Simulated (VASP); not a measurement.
**TmN (space group Fm-3m): computed properties**

Computed with PBEsol GGA, VASP's PBE PAW potentials (set 64) (plane waves; VASP 6.6.1).

| Item | Result |
|---|---|
| space group | Fm-3m (225) |
| cell | a = b = c = 4.7587 Å, α = β = γ = 90.00° |
| volume per atom | 13.47 Å³/atom |
| band gap (over mesh and band path) | none (metal, semimetal or under 0.01 eV) |
| Hill bulk modulus | 188 GPa |
| Hill shear modulus | 146 GPa |
| Poisson's ratio | 0.192 |
| density | 11.28 g/cm³ |
| optical Γ-point spectrum | 163 (×3) cm⁻¹ |
| C11 | 398 GPa |
| C12 | 83.3 GPa |
| C44 | 139 GPa |

```
TmN
1.0
    0.00000     2.37936     2.37936
    2.37936     0.00000     2.37936
    2.37936     2.37936     0.00000
Tm N
1 1
Direct
  0.00000   0.00000   0.00000
  0.50000   0.50000   0.50000
```

The 4f electrons are frozen in the core of the lanthanide potential, so 4f levels, which can set the real gap, and their magnetism are missing. Finite-difference elastic constants of metals are sensitive to mesh and smearing; shear constants can be off by tens of GPa.

The structure comes from a measured TmN entry (Fm-3m) of the Crystallography Open Database, whose conditions weren't checked. It was relaxed first. Symmetry was kept, so distortions that lower it aren't found.
